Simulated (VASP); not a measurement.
Here is the system:

```xyz
6
Lattice="3.4259 0.0000 0.0000 0.0000 3.4259 0.0000 0.0000 0.0000 25.0025" Properties=species:S:1:pos:R:3 pbc="T T T"
Li     1.7130     0.0000     8.2188
Li     0.0000     1.7130     9.9318
Li     1.7130     0.0000    11.6448
Li     0.0000     1.7130    13.3577
Li     1.7130     0.0000    15.0707
Li     0.0000     1.7130    16.7837
```

Level of theory: PBEsol GGA, VASP's PBE PAW potentials (set 64) (plane waves; VASP 6.6.1). Numerical set-up: PREC = Normal, EDIFF = 1E-5, 450 eV cut-off, 8×8×1 Γ-centred mesh, first-order Methfessel-Paxton smearing of 0.10 eV, potentials Li_sv.

**Question.** The ions are relaxed. Which structure does the run end with?

**Answer.** 
```xyz
6
Lattice="3.4259 0.0000 0.0000 0.0000 3.4259 0.0000 0.0000 0.0000 25.0025" Properties=species:S:1:pos:R:3 pbc="T T T"
Li     1.7130     0.0000     7.9526
Li     0.0000     1.7130     9.8274
Li     1.7130     0.0000    11.6109
Li     0.0000     1.7130    13.3916
Li     1.7130     0.0000    15.1751
Li     0.0000     1.7130    17.0499
```

**Question.** How much energy does the relaxation gain?

**Answer.** The energy (σ→0) changes by -5.3 meV/atom, in 15 ionic steps.

The cell is a thin slab with vacuum, built from Li (bcc): (100) face.
